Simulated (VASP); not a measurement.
# OsO (P6/mmm) in VASP: single point with LDA

Aim: the single point of OsO with LDA.

Program: VASP 6.6.1. These are calculated values, not measurements. Logs are shortened: lines on timing, memory, paths and dates and some standing lists are left out, and cuts for length are marked.

**1. The structure**

The structure is hexagonal, space group P6/mmm (No. 191). Conventional cell: a = 3.321 Å, b = 3.321 Å, c = 4.659 Å, α = 90.00°, β = 90.00°, γ = 120.00°. Os (site symmetry 6/mmm) is surrounded by 2 O at 2.33 Å. O (site symmetry 6/mmm) has 2 Os at 2.33 Å as nearest neighbours.

The cell was built by a generator and needn't be a form met in nature.

**2. Single point, LDA**

run.py

```python
from ase.calculators.vasp import Vasp
from ase.dft.bandgap import bandgap
from ase.io import read

atoms = read('OsO.cif')
calc = Vasp(
    directory='calc',
    xc='lda',
    pp='LDA',
    setups='gw',
    prec='Accurate',
    encut=600,
    ediff=1e-07,
    ismear=0,
    sigma=0.1,
    lreal=False,
    lasph=True,
    nelm=60,
    algo='Normal',
    isif=2,
    lwave=False,
    lcharg=False,
    kpts=[9, 9, 6],
    gamma=True,
    nbands=18,
)
atoms.calc = calc

print('energy (eV):', atoms.get_potential_energy())
print('free energy (eV):', atoms.get_potential_energy(force_consistent=True))
print('forces (eV/A):')
print(atoms.get_forces())
print('stress (eV/A^3, Voigt):', atoms.get_stress())
print('Fermi level (eV):', calc.get_fermi_level())
gap, top, bottom = bandgap(calc)
print('band gap (eV):', gap, 'from (spin, k, band)', top, 'to', bottom)
```

OsO.cif

```cif
data_OsO
_cell_length_a 3.32111676
_cell_length_b 3.32111676
_cell_length_c 4.65903290
_cell_angle_alpha 90.00000000
_cell_angle_beta 90.00000000
_cell_angle_gamma 120.00000003
_space_group_name_H-M_alt 'P1'
_space_group_name_Hall 'P 1'
_space_group_IT_number 1
loop_
_space_group_symop_operation_xyz
'x,y,z'
loop_
_atom_site_label
_atom_site_type_symbol
_atom_site_symmetry_multiplicity
_atom_site_Wyckoff_symbol
_atom_site_fract_x
_atom_site_fract_y
_atom_site_fract_z
_atom_site_occupancy
Os1 Os 1 a 0.0000000000 0.0000000000 0.5000000000 1
O1 O 1 a 0.0000000000 0.0000000000 0.0000000000 1
```

Potentials or basis: VASP PAW LDA potentials, release 64 (Os_sv_GW, O_GW).

Started as:

```bash
$ python run.py
```

What it wrote:

```text
energy (eV): -14.36980105
free energy (eV): -14.37909381
forces (eV/A):
[[0. 0. 0.]
 [0. 0. 0.]]
stress (eV/A^3, Voigt): [ 1.62384175e-01  1.62384175e-01  5.34963204e-01 -0.00000000e+00
  0.00000000e+00 -8.73811278e-11]
Fermi level (eV): 1.1210356
band gap (eV): 0.0 from (spin, k, band) (None, None, None) to (None, None, None)
```

OUTCAR:

```text
ENCUT = 600.000000
   EDIFF = 1.00e-07
   PREC = Accurate
   ISIF = 2
   ISMEAR = 0
   NELM = 60
   LASPH = .TRUE.
   LREAL = .FALSE.

 ion  position               nearest neighbor table
   1  0.000  0.000  0.500-   2 2.33   2 2.33
   2  0.000  0.000  0.000-   1 2.33   1 2.33

  LATTYP: Found a hexagonal cell.
 ALAT       =     3.3211167600
 C/A-ratio  =     1.4028512807

  Lattice vectors:

 A1 = (   3.3211167600,   0.0000000000,   0.0000000000)
 A2 = (  -1.6605583815,   2.8761714822,   0.0000000000)
 A3 = (   0.0000000000,   0.0000000000,   4.6590329000)

Analysis of symmetry for initial positions (statically):
=====================================================================
 Subroutine PRICEL returns:
 Original cell was already a primitive cell.

 Routine SETGRP: Setting up the symmetry group for a
 hexagonal supercell.

 Subroutine GETGRP returns: Found 24 space group operations
 (whereof 24 operations were pure point group operations)
 out of a pool of 24 trial point group operations.

The static configuration has the point symmetry D_6h.

Analysis of symmetry for dynamics (positions and initial velocities):
=====================================================================
 Subroutine PRICEL returns:
 Original cell was already a primitive cell.

 Routine SETGRP: Setting up the symmetry group for a
 hexagonal supercell.

 Subroutine GETGRP returns: Found 24 space group operations
 (whereof 24 operations were pure point group operations)
 out of a pool of 24 trial point group operations.

The dynamic configuration has the point symmetry D_6h.

 Subroutine INISYM returns: Found 24 space group operations
 (whereof 24 operations are pure point group operations),
 and found     1 'primitive' translations

----------------------------------------------------------------------------------------

                                     Primitive cell

  volume of cell :      44.5036

  direct lattice vectors                    reciprocal lattice vectors
     3.321116760  0.000000000  0.000000000     0.301103536  0.173842208  0.000000000
    -1.660558382  2.876171482  0.000000000     0.000000000  0.347684415  0.000000000
     0.000000000  0.000000000  4.659032900     0.000000000  0.000000000  0.214636819

  length of vectors
     3.321116760  3.321116760  4.659032900     0.347684415  0.347684415  0.214636819

  position of ions in fractional coordinates (direct lattice)
     0.000000000  0.000000000  0.500000000
     0.000000000  0.000000000  0.000000000

  ion indices of the primitive-cell ions
   primitive index   ion index
                 1           1
                 2           2

----------------------------------------------------------------------------------------

 KPOINTS: KPOINTS created by Atomic Simulation Env

Automatic generation of k-mesh.
 Grid dimensions read from file:
 generate k-points for:    9    9    6

 Generating k-lattice:

  Cartesian coordinates                     Fractional coordinates (reciprocal lattice)
     0.033455948  0.019315801  0.000000000     0.111111111  0.000000000  0.000000000
     0.000000000  0.038631602  0.000000000     0.000000000  0.111111111  0.000000000
     0.000000000  0.000000000  0.035772803     0.000000000  0.000000000  0.166666667

  Length of vectors
     0.038631602  0.038631602  0.035772803

  Shift w.r.t. Gamma in fractional coordinates (k-lattice)
     0.000000000  0.000000000  0.000000000

 Subroutine IBZKPT returns following result:
 ===========================================

 Found     48 irreducible k-points:

 Following reciprocal coordinates:
            Coordinates               Weight
  0.000000  0.000000  0.000000      1.000000
  0.111111 -0.000000  0.000000      6.000000
  0.222222 -0.000000  0.000000      6.000000
  0.333333 -0.000000  0.000000      6.000000
  0.444444 -0.000000  0.000000      6.000000
  0.111111  0.111111  0.000000      6.000000
[... 16 lines left out ...]
  0.333333  0.222222  0.166667     24.000000
  0.333333  0.333333  0.166667      4.000000
 [... further k-points ...]
   k-points           NKPTS =     48   k-points in BZ     NKDIM =     48   number of bands    NBANDS=     18
   number of dos      NEDOS =    301   number of ions     NIONS =      2
   total plane-waves  NPLWV =  31360
   dimension x,y,z NGX =    28 NGY =   28 NGZ =   40
   dimension x,y,z NGXF=    56 NGYF=   56 NGZF=   80
   ions per type =               1   1
   NGX,Y,Z   is equivalent  to a cutoff of  14.02, 14.02, 14.27 a.u.
   NGXF,Y,Z  is equivalent  to a cutoff of  28.03, 28.03, 28.55 a.u.
 SYSTEM =  unknown system
   PREC   = accura    normal or accurate (medium, high low for compatibility)
   ISTART =      0    job   : 0-new  1-cont  2-samecut
   ICHARG =      2    charge: 1-file 2-atom 10-const
   ISPIN  =      1    spin polarized calculation?
   LNONCOLLINEAR =      F non collinear calculations
   LSORBIT =      F    spin-orbit coupling
   LASPH  =      T    aspherical Exc in radial PAW
   ENCUT  =  600.0 eV  44.10 Ry    6.64 a.u.   6.63  6.63  9.31*2*pi/ulx,y,z
   NELM   =     60;   NELMIN=  2; NELMDL= -5     # of ELM steps
   EDIFF  = 0.1E-06   stopping-criterion for ELM
   LREAL  =      F    real-space projection
   EDIFFG = 0.1E-05   stopping-criterion for IOM
   NSW    =      0    number of steps for IOM
   IBRION =     -1    ionic relax: 0-MD 1-quasi-New 2-CG
   NFREE  =      0    steps in history (QN), initial steepest desc. (CG)
   ISIF   =      2    stress and relaxation
   ISYM   =      2    0-nonsym 1-usesym 2-fastsym
   POTIM  = 0.5000    time-step for ionic-motion
   TEBEG  =    0.0;   TEEND  =   0.0 temperature during run
   PSTRESS=    0.0 pullay stress
   NELECT =      22.0000    total number of electrons
   NUPDOWN=      -1.0000    fix difference up-down
   EMIN   =  10.00;   EMAX   =-10.00  energy-range for DOS
   EFERMI =   0.00;   METHOD = LEGACY
   ISMEAR =     0;   SIGMA  =   0.10  broadening in eV -4-tet -1-fermi 0-gaus
   EFERMI_NEDOS =   21; number of points for ismear=-14 and -15
   IALGO  =     38    algorithm
   IMIX   =      4    mixing-type and parameters
     AMIX     =   0.40;   BMIX     =  1.00
     AMIX_MAG =   1.60;   BMIX_MAG =  1.00
  volume/ion in A,a.u.               =      22.25       150.16
  Fermi-wavevector in a.u.,A,eV,Ry     =   1.294447  2.446149 22.797815  1.675592
  Thomas-Fermi vector in A             =   2.426029
   LORBIT       =      0    0 simple, 1 ext, 2 COOP (PROOUT), +10 PAW based schemes
   GGA     = CA    functional components
   LHFCALC =     F    Hartree Fock is set to
   AEXX    =    0.0000 exact exchange contribution
   IVDW    =     0    specifies the selected vdW correction
   LEPSILON=     F    determine dielectric tensor
   LRPA    =     F    only Hartree local field effects (RPA)
 non-spin polarized calculation
 Gauss-broadening in eV      SIGMA  =   0.10
  energy-cutoff  :      600.00
  volume of cell :       44.50
 maximum number of plane-waves:      1507
 NGX is ok and might be reduce to    28
   NGX = 13   NGY = 13   NGZ = 19

 number of electron      22.0000000 magnetization

 Free energy of the ion-electron system (eV)
  ---------------------------------------------------
  ext. energy  EPLUGINS =         0.00000000
  ---------------------------------------------------
  free energy    TOTEN  =       -14.37909381 eV

  energy without entropy =      -14.36050830  energy(sigma->0) =      -14.36980105

 E-fermi :   1.1210     XC(G=0):  -9.9675

 val. band max:        1.1118887678   @ k =   0.4444  -0.0000   0.1667
 cond. band min:       1.1410927107   @ k =   0.3333   0.2222   0.3333
 fundamental gap:      0.0292039429
 Fermi energy:         1.1210356036

 k-point     1 :       0.0000    0.0000    0.0000
  band No.  band energies     occupation
      1     -84.7483      2.00000
      2     -44.5014      2.00000
      3     -44.0398      2.00000
      4     -44.0398      2.00000
      5     -15.3531      2.00000
      6      -2.8804      2.00000
[... 10 lines left out ...]
     17      15.2413      0.00000
     18      18.8554      0.00000
[... 463 lines left out ...]
 k-point    24 :       0.3333    0.3333    0.1667
  band No.  band energies     occupation
      1     -84.7448      2.00000
      2     -44.4924      2.00000
      3     -44.0950      2.00000
      4     -44.0950      2.00000
      5     -15.0294      2.00000
      6      -2.2306      2.00000
[... 10 lines left out ...]
     17      14.0327      0.00000
     18      14.0327      0.00000

 [... further k-points ...]

------------------------ aborting loop because EDIFF is reached ----------------------------------------

  FORCE on cell =-STRESS in cart. coord.  units (eV):
  Direction    XX          YY          ZZ          XY          YZ          ZX
  --------------------------------------------------------------------------------------
  -------------------------------------------------------------------------------------
  Total       -7.2266697     -7.2266697    -23.8077534      0.0000000     -0.0000000     -0.0000000
  in kB     -260.1681282   -260.1681280   -857.1055378      0.0000001     -0.0000000     -0.0000000
  external PRESSURE =    -459.1472647 kB  Pullay stress =       0.0000000 kB

 VOLUME and BASIS-vectors are now :
 -----------------------------------------------------------------------------
  energy-cutoff  :      600.00
  volume of cell :       44.50
      direct lattice vectors                 reciprocal lattice vectors
     3.321116760  0.000000000  0.000000000     0.301103536  0.173842208  0.000000000
    -1.660558382  2.876171482  0.000000000     0.000000000  0.347684415  0.000000000
     0.000000000  0.000000000  4.659032900     0.000000000  0.000000000  0.214636819

 POSITION                                       TOTAL-FORCE (eV/Angst)
 -----------------------------------------------------------------------------------
      0.00000      0.00000      2.32952         0.000000      0.000000      0.000000
      0.00000      0.00000      0.00000         0.000000      0.000000      0.000000
 -----------------------------------------------------------------------------------
    total drift:                               -0.000000      0.000000      0.000000

  FREE ENERGIE OF THE ION-ELECTRON SYSTEM (eV)
  ---------------------------------------------------
  free  energy   TOTEN  =       -14.3790938080 eV

  energy  without entropy=      -14.3605082961  energy(sigma->0) =      -14.36980105
```

INCAR:

```text
ENCUT = 600.000000
SIGMA = 0.100000
EDIFF = 1.00e-07
ALGO = Normal
PREC = Accurate
ISIF = 2
ISMEAR = 0
NBANDS = 18
NELM = 60
LASPH = .TRUE.
LCHARG = .FALSE.
LWAVE = .FALSE.
LREAL = .FALSE.
```

Run time: 40 s. Hardware: 1 thread of Intel Xeon 6975P-C (Granite Rapids), shared host; peak memory 0.18 GiB.

What came out:

```yaml
Free_energy: -14.3791 eV
Pressure: -45.9 GPa
Band_gap_on_the_k_mesh: none (metal or under the smearing width)
```

Caveat: a pressure of tens of GPa on the cell as given is suspect, and the run, the potentials or the cell itself is likely at fault. The run has no spin-orbit coupling, so splittings on Os are missing.
